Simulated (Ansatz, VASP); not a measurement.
# Si55Ge6 in two plane-wave programs

One calculation is typed for both programs; each brings its own data sets. How far apart do they land? The structure shown is frame 33 of Ansatz's trajectory.

Main program and level: Ansatz 0.2.0; plane waves, with VASP 6.6.1 beside it; single point at PBE.

## Step 1: The starting structure

The cell holds 122 atoms: 110 Si and 12 Ge. Cell: a = 13.617 Å, b = 13.617 Å, c = 13.617 Å, α = 90.0°, β = 90.0°, γ = 90.0°. As first built, before any earlier steps moved the atoms (in the runner's words): 122 atoms (110 Si, 12 Ge) placed at random at 2.6 g/cm^3, melted at 3500 K for 10 ps at fixed volume with the Tersoff potential (Tersoff, Phys. Rev. B 39, 5566 (1989)). Quenched from 3100 K to 500 K at 200 K/ps and fixed volume, annealed at 1200 K for 50 ps, held 5 ps.

## Step 2: Ansatz: dynamics, PBE

Ansatz runs on its default PAW (the set named soft_2) files.

One frame of this run of dynamics is then solved in both programs, so the motion causes no difference.

File input.yaml:

```yaml
crystal:
  lattice:
    - [13.6169, 0.0, 0.0]
    - [0.0, 13.6169, 0.0]
    - [0.0, 0.0, 13.6169]
  atoms:
    - { symbol: Si, position: [0.602, 0.54251, 0.06878] }
    - { symbol: Si, position: [0.97, 0.29914, 0.23991] }
    - { symbol: Si, position: [0.51134, 0.74648, 0.51514] }
    - { symbol: Si, position: [0.25599, 0.75685, 0.62712] }
    - { symbol: Si, position: [0.6681, 0.44258, 0.62138] }
    - { symbol: Si, position: [0.57047, 0.91002, 0.34031] }
    - { symbol: Si, position: [0.18108, 0.62588, 0.31438] }
    - { symbol: Si, position: [0.50468, 0.94757, 0.70916] }
    - { symbol: Si, position: [0.26598, 0.77107, 0.35026] }
    - { symbol: Si, position: [0.29352, 0.56964, 0.19327] }
    - { symbol: Si, position: [0.43104, 0.71811, 0.3605] }
    - { symbol: Si, position: [0.73495, 0.59528, 0.59759] }
    - { symbol: Si, position: [0.11549, 0.0661, 0.36804] }
    - { symbol: Si, position: [0.64997, 0.8935, 0.13296] }
    - { symbol: Si, position: [0.72329, 0.87013, 0.57977] }
    - { symbol: Si, position: [0.96108, 0.68755, 0.46491] }
    - { symbol: Si, position: [0.42999, 0.53914, 0.29668] }
    - { symbol: Si, position: [0.29878, 0.20879, 0.01199] }
    - { symbol: Si, position: [0.41578, 0.37175, 0.22454] }
    - { symbol: Si, position: [0.1595, 0.2317, 0.58953] }
    - { symbol: Si, position: [0.00081, 0.57791, 0.33889] }
    - { symbol: Si, position: [0.4807, 0.71827, 0.83022] }
    - { symbol: Si, position: [0.72925, 0.59132, 0.81797] }
    - { symbol: Si, position: [0.71161, 0.74186, 0.71238] }
    - { symbol: Si, position: [0.19512, 0.01428, 0.93644] }
    - { symbol: Si, position: [0.97269, 0.65328, 0.74904] }
    - { symbol: Si, position: [0.42254, 0.24465, 0.69825] }
    - { symbol: Si, position: [0.8925, 0.06093, 0.04102] }
    - { symbol: Si, position: [0.96571, 0.61587, 0.17386] }
    - { symbol: Si, position: [0.41567, 0.09075, 0.93907] }
[... 86 atom lines left out ...]
    - { symbol: Ge, position: [0.83254, 0.28813, 0.95776] }
    - { symbol: Ge, position: [0.95548, 0.87013, 0.46438] }
    - { symbol: Ge, position: [0.8613, 0.9737, 0.57651] }
    - { symbol: Ge, position: [0.03975, 0.87406, 0.17787] }
    - { symbol: Ge, position: [0.81477, 0.30053, 0.46971] }
    - { symbol: Ge, position: [0.14591, 0.2937, 0.19834] }
kpoints:
  mp_grid: { grid: [1, 1, 1] }
hamiltonian:
  xc: pbe
scf:
  occupations: { method: fermi_dirac, width: 0.025 }
output:
  forces: true
  stress: true
md:
  timestep: 2.0
  n_steps: 100
  ensemble: nvt_nose_hoover
  temperature: 600
  initial_velocities: maxwell_boltzmann
  seed: 761
```

Run with:

```sh
$ ansatz run input.yaml --threads 4 --pin off --max-ram 8192MiB --backend cpu --events-out ev --progress --plain --runs-dir out
```

Numbers of over 12 decimals in the logs are rounded to 6 here.

Output:

```text
Warning: md: disabling space-group detection — thermal motion breaks the input geometry's symmetry, so no spatial operation reduces the k-mesh or symmetrises the density; time reversal is kept, so that k and −k are solved as one point where they differ and the mesh holds both, and exact exchange and, on two spinor components, a DFT+U term hold to it where the run has them: on two components no moment then forms, and  [...]
Warning: output.stress: scf.convergence.dr2_threshold = 1e-7 eV (the SCF's general default) is looser than the 1.08e-8 eV advised for a printed stress (1e-10 eV for each atom of the cell: 122, of which 108 are counted). What an SCF threshold leaves in a stress goes as its square root, and in the free energy as the threshold itself, and one threshold admits the most on a small cell: [figures from the program's tests c [...]
Engine: ansatz 0.2.0, aarch64-unknown-linux-gnu
Pseudopotentials: kind: paw
Pseudopotential: Si, paw, valence charge 4, recommended cutoff 420 eV (normal), Si.paw.azcp
Pseudopotential: Ge, paw, valence charge 14, recommended cutoff 420 eV (normal), Ge.paw.azcp
Functional definition: PBE
  parameter kappa = 0.804
  parameter beta = 0.066725
  exchange = pbe_x(kappa = kappa, mu = beta*pi^2/3)
  correlation = pbe_c(beta = beta)
Crystal: 122 atoms, lattice volume = 2524.845 Å³
Basis set: ecut = 420 eV, 49317 PW (Γ), exchange–correlation on 192×192×192 points (8 copies of the dense FFT grid, shifted against one another)
Bands: 426, of which v1, the nominal top of the filled ones, is band 304 counted from 1 (303 counted from 0)
Symmetry: 1 space group operations
k-points: 1
Non-local potential: Si, projectors of the file, l = 0: 2, l = 1: 2, l = 2: 2
Non-local potential: Ge, projectors of the file, l = 0: 2, l = 1: 2, l = 2: 3, l = 3: 1
PAW form: soft (Blöchl's): semilocal exchange-correlation on the pseudo side does not see the compensation charge
PAW one-centre angular grid: Si, 110 points (default); XC on 64 Gauss nodes
PAW one-centre angular grid: Ge, 590 points (default); XC on 64 Gauss nodes
Initial density: superposition of atomic densities (neutral atoms: chi_scale 0, normalization atom), corrected by the library's trained network
Initial wavefunctions: pseudopotential atomic-orbital guess
Functional: x = pbe(κ = 0.804, μ = 0.219515), c = pbe(β = 0.066725)
SCF iter   1: F=—  HF=-121437.900145 eV  |F-HF|=—  |Δ(HF+E_count)|=         —  Δρ=3.74e-3  dr2=1.54e0  ethr=1.77e-3  ⟨swp⟩=6.0  Hψ=1863  notcnv=0  defer=47
preconditioner: auto → Kerker (q_TF=auto, 2.152 Å⁻¹)  [metal: Δε(μ)=0.050 eV  Ē_g=7.467 eV  σ=0.025 eV  W_gap=0.46  n_scr=436 (ndim 8)  ℏωp=16.3 eV  f_vac=0.003  D(μ)=43.50/eV (n_scr^D=250)]
SCF iter   2: F=—  HF=-121437.773655 eV  |F-HF|=—  |Δ(HF+E_count)|=   1.26e-1  Δρ=2.06e-3  dr2=4.26e-1  ethr=2.53e-4  ⟨swp⟩=1.0  Hψ=490  notcnv=0  defer=92
SCF iter   3: F=—  HF=-121437.728477 eV  |F-HF|=—  |Δ(HF+E_count)|=   4.52e-2  Δρ=4.95e-4  dr2=2.13e-2  ethr=7.01e-5  ⟨swp⟩=2.0  Hψ=414  notcnv=0  defer=98
SCF iter   4: F=—  HF=-121437.728628 eV  |F-HF|=—  |Δ(HF+E_count)|=   1.51e-4  Δρ=2.62e-4  dr2=4.93e-3  ethr=3.50e-6  ⟨swp⟩=2.0  Hψ=633  notcnv=0  defer=98
SCF iter   5: F=—  HF=-121437.727613 eV  |F-HF|=—  |Δ(HF+E_count)|=   1.02e-3  Δρ=1.19e-4  dr2=1.46e-3  ethr=8.11e-7  ⟨swp⟩=2.0  Hψ=632  notcnv=0  defer=98
SCF iter   6: F=—  HF=-121437.727702 eV  |F-HF|=—  |Δ(HF+E_count)|=   8.92e-5  Δρ=4.24e-5  dr2=1.97e-4  ethr=2.41e-7  ⟨swp⟩=2.0  Hψ=628  notcnv=0  defer=98
SCF iter   7: F=—  HF=-121437.727757 eV  |F-HF|=—  |Δ(HF+E_count)|=   5.46e-5  Δρ=1.97e-5  dr2=4.36e-5  ethr=3.24e-8  ⟨swp⟩=2.0  Hψ=628  notcnv=0  defer=98
SCF iter   8: F=—  HF=-121437.727440 eV  |F-HF|=—  |Δ(HF+E_count)|=   3.17e-4  Δρ=8.40e-6  dr2=7.99e-6  ethr=7.18e-9  ⟨swp⟩=2.0  Hψ=728  notcnv=0  defer=98
SCF iter   9: F=—  HF=-121437.727442 eV  |F-HF|=—  |Δ(HF+E_count)|=   2.31e-6  Δρ=4.53e-6  dr2=1.43e-6  ethr=1.31e-9  ⟨swp⟩=2.0  Hψ=633  notcnv=0  defer=98
[...]
SCF iter   3: F=—  HF=-121435.954303 eV  |F-HF|=—  |Δ(HF+E_count)|=   3.21e-3  Δρ=7.16e-5  dr2=1.92e-4  ethr=2.85e-6  ⟨swp⟩=2.0  Hψ=548  notcnv=0
SCF iter   4: F=—  HF=-121435.954331 eV  |F-HF|=—  |Δ(HF+E_count)|=   2.86e-5  Δρ=3.16e-5  dr2=4.67e-5  ethr=3.15e-8  ⟨swp⟩=2.0  Hψ=731  notcnv=0
SCF iter   5: F=—  HF=-121435.953951 eV  |F-HF|=—  |Δ(HF+E_count)|=   3.80e-4  Δρ=1.30e-5  dr2=1.78e-5  ethr=7.68e-9  ⟨swp⟩=2.0  Hψ=731  notcnv=0
SCF iter   6: F=—  HF=-121435.953951 eV  |F-HF|=—  |Δ(HF+E_count)|=   1.20e-7  Δρ=4.81e-6  dr2=3.82e-6  ethr=2.92e-9  ⟨swp⟩=2.0  Hψ=466  notcnv=0
SCF iter   7: F=—  HF=-121435.953952 eV  |F-HF|=—  |Δ(HF+E_count)|=   3.95e-7  Δρ=1.61e-6  dr2=3.68e-7  ethr=6.29e-10  ⟨swp⟩=3.0  Hψ=726  notcnv=0
SCF iter   8: F=-121435.953952 eV  HF=-121435.953952 eV  |F-HF|=3.90e-8  |Δ(HF+E_count)|=   6.39e-8  Δρ=8.05e-7  dr2=5.99e-8  ethr=1.64e-11  ⟨swp⟩=4.0  Hψ=1188  notcnv=0
SCF 101 converged in 8 iterations: F = -121435.953952 eV  dr2 = 5.99e-8
md step   100: t =   200.00 fs  T =   630.8 K  F+E_penalty+E_count = -121435.95395163 eV  E_kin = 9.866031 eV  conserved = -121428.33778440 eV  P_inst = 0.3723 GPa  (8 SCF iters)
SCF converged after 8 iterations
Free energy (F): -121435.953952 eV
Harris-Foulkes:  -121435.953952 eV  (|F-HF|=3.90e-8)
Internal energy: -121435.893588 eV  (E = F + TS)
E sigma→0 (E₀):  -121435.923770 eV
Entropy (-TS):   -0.060363 eV (-0.495 meV/atom)
Fermi energy:    6.437483 eV
--- Per-component energies (eV) ---
  E_band       = -1560.812190
  E_kinetic    = 5701.723437
  E_local      = -45020.745882  (includes V_loc(G=0)·N_el)
  E_nonlocal   = 7848.834635
  E_hartree    = 19883.032868
  E_xc         = -6950.531535
  E_vxc        = -5879.284413  (∫ρ·V_xc dr)
  E_paw        = -80606.314474  (= ΣΔE_a)
  E_vpaw       = -3977.420952  (= ΣTr[D̂ρ^β])
  E_aug_tail   = 0.004329  (compensation charges beyond the density's cutoff)
  E_ewald      = -22291.896967
  E_smearing   = -0.060363  (= −TS)
  E_closure    = -0.000000  (closes the sum)
  Σ components = -121435.953952   (vs F -121435.953952, Δ=0.00e0)
--- Forces (eV/Å), atoms counted from 1 ---
  atom   1  Si    -0.36779349     0.09578297     0.18678738
  atom   2  Si    -0.15672147     0.38144132    -0.36577775
  atom   3  Si    -0.24425294     0.29099840    -0.37996349
  atom   4  Si    -0.01787632    -0.22294290     0.50948144
  atom   5  Si    -0.19780903    -0.42125238     0.30078327
  atom   6  Si    -0.69240546     1.82711315    -0.49098171
  atom   7  Si     1.18997029     0.43204565     0.10351459
  atom   8  Si    -0.28816211     0.25778198     0.15628003
  atom   9  Si    -0.33372002     0.10080744    -0.65483570
  atom  10  Si    -0.04180578     0.61606534    -0.85653677
  atom  11  Si     0.43095595    -0.02646304    -0.21029005
  atom  12  Si     0.74908388     0.40593318     0.64478812
  atom  13  Si    -0.71805251    -0.53101776    -0.04791917
  atom  14  Si    -0.80766953     0.52548187     0.11705593
  atom  15  Si     0.42163327    -0.22571402    -0.64182738
  atom  16  Si    -1.01697132     1.63981611     0.43432542
  atom  17  Si     0.10430625     0.05126217    -0.02116446
  atom  18  Si     0.22808105    -0.19633084    -0.58134266
  atom  19  Si    -0.17666783    -0.45329815    -0.36445852
  atom  20  Si     0.57072167     1.20630007    -0.59282142
  atom  21  Si     0.69598836    -0.07054636    -1.58183586
  atom  22  Si     1.73747224    -1.36025815    -0.04004812
  atom  23  Si    -0.59090967    -0.31986524    -1.23383843
  atom  24  Si    -1.17568554    -0.27011157    -0.95428973
[...]
atom 115  Ge     0.42804247     0.39398123     0.86610639
  atom 116  Ge     1.17616634    -0.94452700     0.59570952
  atom 117  Ge     0.82609714    -0.60543030    -0.63670965
  atom 118  Ge     0.58880857     0.30374403    -0.34957196
  atom 119  Ge    -0.15463410     0.43382756     0.63658009
  atom 120  Ge     0.24862846    -0.11511501    -0.73219174
  atom 121  Ge    -0.26143885    -0.38550833    -0.29596987
  atom 122  Ge     0.43791160     0.00553939    -0.10102449
  max |Σ_I F_I| component: 3.31e-5 eV/Å
--- Stress (GPa, compression-positive) ---
        0.614313      -0.534425      -0.504128
       -0.534425       0.959024       0.373308
       -0.504128       0.373308      -1.719051
  P = ⅓ Tr σ = -0.0486 GPa (-0.486 kbar)
--- MD trajectory: 100 steps, t = 0.0 → 200.0 fs ---
  final state: T = 630.8 K   F+E_penalty+E_count = -121435.95395163 eV   E_kin = 9.866031 eV
  conserved energy: peak-to-peak 1.234e-2 eV (1.011e-4 eV/atom) over 200.0 fs
```

## Step 3: VASP: single point, PBE

The same cell, functional, mesh and smearing now go to VASP, with its own data sets.

Lines of VASP's logs that name or quote its potential files are left out, and so is its time.

File INCAR:

```
SYSTEM = Si55Ge6
PREC = Accurate
ENCUT = 410
EDIFF = 1E-06
NELM = 120
ISMEAR = -1
SIGMA = 0.025
LREAL = Auto
ALGO = Normal
GGA = PE
NBANDS = 400
LORBIT = 11
LWAVE = .FALSE.
LCHARG = .FALSE.
ISIF = 2
LASPH = .TRUE.
GGA_COMPAT = .FALSE.
NCORE = 4
```

File POSCAR:

```
Si55Ge6
1.0
   13.6169000000      0.0000000000      0.0000000000
    0.0000000000     13.6169000000      0.0000000000
    0.0000000000      0.0000000000     13.6169000000
Si Ge
110 12
Direct
    0.5863228782      0.5455867341      0.0456785318
    0.9719245937      0.2948321571      0.2269459275
    0.5095800072      0.7476885341      0.5022729109
    0.2647665768      0.7756611270      0.6510145481
    0.6432961981      0.4358554443      0.6196344249
    0.5764454465      0.9023052237      0.3344961041
    0.1795195676      0.6171228400      0.3206383244
    0.4955092569      0.9524414514      0.7142301111
    0.2612415454      0.7711887434      0.3345034479
    0.2854687925      0.5647467485      0.1883468337
    0.4207565599      0.7210965785      0.3596633595
    0.7349910773      0.6069589995      0.5868222576
    0.1215328012      0.0853498226      0.3397542759
    0.6414675881      0.8738626266      0.1301764719
    0.7016134362      0.8698675910      0.5705924256
    0.9560325772      0.6800299628      0.4348566854
    0.4416129956      0.5423187363      0.2989006308
    0.3195734712      0.2180745985      0.9926635284
    0.4179585662      0.3797854137      0.2476407993
    0.1471406855      0.2473029838      0.5737208910
    0.0150401340      0.5599292056      0.3365450286
    0.4679038548      0.7245334841      0.8286908180
    0.7287855532      0.5876521088      0.8289331639
    0.7121738428      0.7354243624      0.7100881992
    0.1914973305      0.0072924087      0.9377685083
    0.9783357446      0.6613766716      0.7508830938
    0.4079342582      0.2485954953      0.7117038386
    0.9019086576      0.0663513722      0.0608214792
    0.9721228767      0.6134876514      0.1783739324
    0.4198899896      0.0836901204      0.9459348310
[... 86 atom lines left out ...]
    0.8201719922      0.2915641592      0.9550411621
    0.9589113528      0.8479830211      0.4540093560
    0.8645947315      0.9728646021      0.5769374821
    0.0443199260      0.8878011882      0.1933112529
    0.8216040362      0.3009054924      0.4688438631
    0.1518701026      0.2845948784      0.1989953661
```

File KPOINTS:

```
Automatic mesh
0
Gamma
1 1 1
0 0 0
```

PAW data sets: Si and Ge_d (PBE family, release 64).

Run with:

```sh
$ mpirun -np 16 vasp_gam
```

Output:

```text
[banner, memory and clock lines left out]
running   16 mpi-ranks, on    1 nodes
[...]
LDA part: xc-table for (Slater+PW92), standard interpolation
 POSCAR, INCAR and KPOINTS ok, starting setup
[...]
entering main loop
       N       E                     dE             d eps       ncg     rms          rms(c)
DAV:   1     0.800696965781E+04    0.80070E+04   -0.18099E+05   824   0.181E+03
DAV:   2     0.113291913649E+04   -0.68741E+04   -0.65715E+04   800   0.469E+02
DAV:   3    -0.412459460308E+03   -0.15454E+04   -0.14216E+04   960   0.179E+02
DAV:   4    -0.608958421762E+03   -0.19650E+03   -0.18588E+03  1056   0.656E+01
[...]
DAV:  17    -0.607607524012E+03   -0.34679E-05   -0.10167E-05   976   0.507E-03    0.414E-03
DAV:  18    -0.607607525906E+03   -0.18934E-05   -0.18731E-06   616   0.270E-03    0.184E-03
DAV:  19    -0.607607526603E+03   -0.69739E-06   -0.58043E-07   552   0.142E-03
   1 F= -.60760753E+03 E0= -.60758468E+03  d E =-.456864E-01
```

Parts of OUTCAR (step 3):

```text
  FREE ENERGIE OF THE ION-ELECTRON SYSTEM (eV)
  ---------------------------------------------------
  free  energy   TOTEN  =      -607.6075266030 eV

  energy  without entropy=     -607.5618402516  energy(sigma->0) =     -607.58468343
```

The run ends at a pressure of -0.50 GPa, with forces up to 3.3 eV/Å.

## Step 4: Comparison

Known differences besides the potentials themselves: the cutoff is 420 eV in Ansatz and 410 eV in VASP (PREC = Accurate, projectors in real space). Total energies have different zeros and are not compared.

Forces on 9 of the 122 atoms, those with the largest forces and the largest differences (eV/Å; atoms numbered as in POSCAR):

```tsv
atom	Ansatz x, y, z	VASP x, y, z
Si15	0.688, 0.269, 1.438	0.684, 0.270, 1.429
Si21	1.175, 0.849, -1.363	1.171, 0.852, -1.364
Si24	-0.267, -0.297, -0.395	-0.259, -0.291, -0.392
Si33	-0.782, 1.913, 1.132	-0.778, 1.905, 1.133
Si49	-0.447, -2.024, 2.595	-0.447, -2.020, 2.584
Si63	0.008, 2.104, -0.994	0.006, 2.097, -0.988
Si89	1.021, 1.301, 2.188	1.020, 1.302, 2.187
Si92	-0.471, 1.444, 1.354	-0.468, 1.438, 1.357
Si103	-0.777, -2.002, 0.200	-0.775, -1.995, 0.199
```

The forces differ by 3.3 meV/Å r.m.s., which is 0.5 % of the r.m.s. force of 0.674 eV/Å (both taken over all components).

## Step 5: Outcome

* r.m.s. force difference (single point, PBE): 0.48 % of the r.m.s. force

What this shows: The r.m.s. force difference is 0.48 % of the r.m.s. force (single point, PBE), within the 3 % picked in this series as the mark of a large difference. 2 further runs of this series are not shown here. How closely two codes agree says nothing of how well the functional describes the real material.

[Lines on the potential files, build, host, timing and source positions are cut from VASP's logs without a mark.]

[Logs are printed without paths, hosts, clocks, repeated set-up lines and the standing remarks that a program may print on its own settings, such as how far it seeks lower states.]

[Hosts, paths, dates, database ids (printed as entryN), source tags and the programs' standing remarks are cut or masked in the printed files.]
